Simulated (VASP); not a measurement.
Output of a VASP run:

File OSZICAR:
```
       N       E                     dE             d eps       ncg     rms          rms(c)
DAV:   1     0.183240767722E+02    0.18324E+02   -0.42522E+03  2912   0.985E+02
DAV:   2    -0.171493424541E+02   -0.35473E+02   -0.32906E+02  4200   0.221E+02
DAV:   3    -0.182929969422E+02   -0.11437E+01   -0.11412E+01  3408   0.363E+01
DAV:   4    -0.182959517277E+02   -0.29548E-02   -0.29546E-02  3304   0.215E+00
DAV:   5    -0.182959600359E+02   -0.83082E-05   -0.83082E-05  3256   0.108E-01    0.638E+00
DAV:   6    -0.174786114497E+02    0.81735E+00   -0.11209E+00  3600   0.134E+01    0.299E+00
DAV:   7    -0.174296502035E+02    0.48961E-01   -0.14361E-01  3464   0.426E+00    0.188E+00
DAV:   8    -0.174177793362E+02    0.11871E-01   -0.23945E-02  3200   0.178E+00    0.183E-01
DAV:   9    -0.174171667984E+02    0.61254E-03   -0.10292E-03  3344   0.568E-01    0.936E-02
DAV:  10    -0.174172932071E+02   -0.12641E-03   -0.23583E-04  3328   0.178E-01    0.202E-02
DAV:  11    -0.174172961254E+02   -0.29183E-05   -0.21601E-05  3552   0.589E-02    0.141E-02
DAV:  12    -0.174172970191E+02   -0.89367E-06   -0.15450E-06  3024   0.159E-02
   1 F= -.17417297E+02 E0= -.17417297E+02  d E =-.119705E-13  mag=    -0.0000    -0.0000     0.0000
```

File OUTCAR:
```
------------------------ aborting loop because EDIFF is reached ----------------------------------------
  FORCE on cell =-STRESS in cart. coord.  units (eV):
  Direction    XX          YY          ZZ          XY          YZ          ZX
  --------------------------------------------------------------------------------------
  Total       -1.3428483     -1.3428483     -1.3428483      0.0000000      0.0000000     -0.0000000
  in kB     -171.6611909   -171.6611909   -171.6611909      0.0000000      0.0000000     -0.0000000
  external PRESSURE =    -171.6611909 kB  Pullay stress =       0.0000000 kB
  volume of cell :       12.53
      direct lattice vectors                 reciprocal lattice vectors
     0.000000000  1.843650000  1.843650000    -0.271201150  0.271201150  0.271201150
     1.843650000  0.000000000  1.843650000     0.271201150 -0.271201150  0.271201150
     1.843650000  1.843650000  0.000000000     0.271201150  0.271201150 -0.271201150
  FREE ENERGIE OF THE ION-ELECTRON SYSTEM (eV)
  ---------------------------------------------------
  free  energy   TOTEN  =       -17.4172970191 eV

  energy  without entropy=      -17.4172970191  energy(sigma->0) =      -17.41729702

 Ion:    1  E_soc:     -0.0000027

 Ion:    2  E_soc:     -0.0000455
```
(Selected blocks of OUTCAR.)

POSCAR:
```
BN
1
    0.0000000000     1.8436500000     1.8436500000
    1.8436500000     0.0000000000     1.8436500000
    1.8436500000     1.8436500000     0.0000000000
B N
1 1
Direct
  0.0000000000   0.0000000000   0.0000000000
  0.2500000000   0.2500000000   0.2500000000
```

Task: Write an INCAR and KPOINTS that could have produced this output.

Result: Several could match; the one computed here: the input of the run itself, PBE GGA with spin-orbit coupling, plane waves, VASP's PBE PAW potentials (set 64).

**INCAR**
```
# general
SYSTEM    =BN
PREC      =Accurate
ENCUT     =520   # plane-wave cut-off (eV)
LREAL     =.FALSE.
LASPH     =.TRUE.

# electronic loop
EDIFF     =1E-6
NELM      =100   # most electronic steps
ALGO      =Normal   # blocked Davidson

# smearing
ISMEAR    =0
SIGMA     =0.05

# functional
GGA       =PE   # PBE
GGA_COMPAT=.FALSE.

# spin
MAGMOM    =6*0
LSORBIT   =.TRUE.

# ions
ISIF      =2

# output
LWAVE     =.FALSE.
LCHARG    =.FALSE.
```

**KPOINTS**
```
Automatic mesh
0
Gamma
11 11 11
0 0 0
```

POTCAR, in this order: B N (PBE.64 set). Program: vasp_ncl.

The compound is BN in the zinc blende structure. The cell was not relaxed at this level. The run is one of a series of settings (GGA_COMPAT = .FALSE., LSORBIT = .TRUE., MAGMOM = 0 0 0 0 0 0, program vasp_ncl against the base run), some of them coarse on purpose.
